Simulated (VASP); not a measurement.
VASP ran on this input.

INCAR:
```
! general
SYSTEM =BaHfO3
PREC   =Accurate
ENCUT  =520   ! plane-wave cut-off (eV)
LREAL  =.FALSE.   ! projection in real space or not
LASPH  =.TRUE.

! electronic loop
EDIFF  =1E-7   ! SCF stop (eV)
NELM   =100
ALGO   =Normal
LMAXMIX=6   ! l cut-off of mixed one-centre charges

! smearing
ISMEAR =0
SIGMA  =0.05

! functional
GGA    =PE   ! PBE
IVDW   =11

! ions
ISIF   =2   ! forces and stress, cell fixed

! output
LWAVE  =.FALSE.
LCHARG =.FALSE.
```

File KPOINTS:
```
Automatic mesh
0
Gamma
5 5 5
0 0 0
```

POSCAR:
```
BaHfO3
1
    4.2253161800     0.0000000000     0.0000000000
    0.0000000000     4.2253161800     0.0000000000
    0.0000000000     0.0000000000     4.2253161800
Ba Hf O
1 1 3
Direct
  0.0000000000   0.0000000000   0.0000000000
  0.5000000000   0.5000000000   0.5000000000
  0.5000000000   0.0000000000   0.5000000000
  0.0000000000   0.5000000000   0.5000000000
  0.5000000000   0.5000000000   0.0000000000
```

POTCAR, in this order: Ba_sv Hf_pv O (PBE.64 set). Program: vasp_std.

Task: Write an equivalent input for Quantum ESPRESSO's pw.x.

Result: One equivalent input (not run):
```
&CONTROL
  calculation = 'scf'
  pseudo_dir = './pseudo'
  outdir = './out'
  tprnfor = .true.
  tstress = .true.
/
&SYSTEM
  ibrav = 0
  nat = 5
  ntyp = 3
  ecutwfc = 84
  occupations = 'smearing'
  smearing = 'gaussian'
  degauss = 0.003675
  input_dft = 'pbe'
  vdw_corr = 'grimme-d3'
  dftd3_version = 3
  dftd3_threebody = .false.
/
&ELECTRONS
  conv_thr = 7.3e-09
  electron_maxstep = 100
/
ATOMIC_SPECIES
  Ba 137.327 Ba.upf
  Hf 178.490 Hf.upf
  O 15.999 O.upf
CELL_PARAMETERS angstrom
     4.2253162    0.0000000    0.0000000
     0.0000000    4.2253162    0.0000000
     0.0000000    0.0000000    4.2253162
ATOMIC_POSITIONS crystal
  Ba   0.0000000  0.0000000  0.0000000
  Hf   0.5000000  0.5000000  0.5000000
  O    0.5000000  0.0000000  0.5000000
  O    0.0000000  0.5000000  0.5000000
  O    0.5000000  0.5000000  0.0000000
K_POINTS automatic
  5 5 5 0 0 0
```
Limits of the translation: the potentials are each code's own (VASP's PAW set, PseudoDojo norm-conserving files in pw.x), so ENCUT and ecutwfc are chosen apart and not converted; conv_thr bounds pw.x's estimated SCF error, while EDIFF bounds the energy change between steps.

The compound is BaHfO3 in the cubic perovskite structure. This cell is one point of a volume scan, at 1.03 of the reference volume.
